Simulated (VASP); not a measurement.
Input:

```yaml
crystal:
  lattice:
    - [4.65276, 0.00000, 0.00000]
    - [-4.65276, 4.65276, 0.00000]
    - [0.00000, 0.00000, 15.29000]
  atoms:
    - { symbol: Cl, position: [0.00000, 0.50000, 0.60759] }
    - { symbol: Cl, position: [0.00000, 0.00000, 0.39241] }
    - { symbol: Rb, position: [0.00000, 0.00000, 0.60759] }
    - { symbol: Rb, position: [0.00000, 0.50000, 0.39241] }
```

Computed with PBE GGA, VASP's PBE PAW potentials (set 64) (plane waves; VASP). Settings: 300 eV cut-off, 4×3×1 Γ-centred mesh, Gaussian smearing of 0.10 eV, potentials Cl Rb_sv.

The cell holds a wide vacuum, so values per volume refer to the whole cell.

Question: Give the energies of bands 11 to 19 at the high-symmetry points, in eV from the valence-band maximum.

Answer: 
| band | Γ | X | M |
|---|---|---|---|
| 11 | -0.32 | -0.70 | -0.26 |
| 12 | -0.17 | -0.70 | -0.26 |
| 13 | -0.06 | -0.30 | -0.15 |
| 14 | -0.06 | -0.30 | -0.15 |
| 15 | 0.00 | -0.20 | -0.14 |
| 16 | 0.00 | -0.20 | -0.14 |
| 17 | 4.71 | 6.58 | 6.61 |
| 18 | 5.40 | 6.58 | 6.61 |
| 19 | 6.09 | 7.03 | 7.68 |

The gap is direct, 4.71 eV, from the valence maximum at Γ to the conduction minimum at Γ.

The cell is a sheet with vacuum, built from a generated structure.
